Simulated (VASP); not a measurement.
```
As2S3
1.0
    3.37498     0.00000     0.00000
   -1.68749     2.92282     0.00000
    0.00000     0.00000    20.04058
As S
2 3
Direct
  0.33333   0.66667   0.42104
  0.00000   0.00000   0.57896
  0.00000   0.00000   0.34929
  0.66667   0.33333   0.50000
  0.33333   0.66667   0.65071
```

Computed with PBE GGA, VASP's PBE PAW potentials (set 64) (plane waves; VASP 6.6.1). Settings: 300 eV cut-off, 8×8×1 Γ-centred mesh, Fermi-Dirac smearing of 0.10 eV, potentials As S.

The cell holds a wide vacuum, so values per volume refer to the whole cell.

### Question
Give the energies of bands 6 to 17 at the high-symmetry points, in eV from the valence-band maximum.

### Answer

```
band      Γ      M      K
----  -----  -----  -----
6     -3.94  -8.41  -7.76
7     -2.92  -5.90  -7.09
8     -2.92  -5.87  -7.09
9     -2.20  -5.24  -5.80
10    -2.20  -3.95  -4.60
11    -1.91  -3.63  -4.60
12    -1.91  -3.08  -3.60
13    -1.54  -2.46  -1.62
14    -0.04  -1.48  -1.62
15     0.97   1.18   1.33
16     0.97   1.44   2.41
17     1.23   1.63   2.41
```

The gap is indirect, 0.97 eV, from the valence maximum at K-Γ at 0.95 to the conduction minimum at Γ-M at 0.05.

The cell is a sheet with vacuum, built from a generated structure.
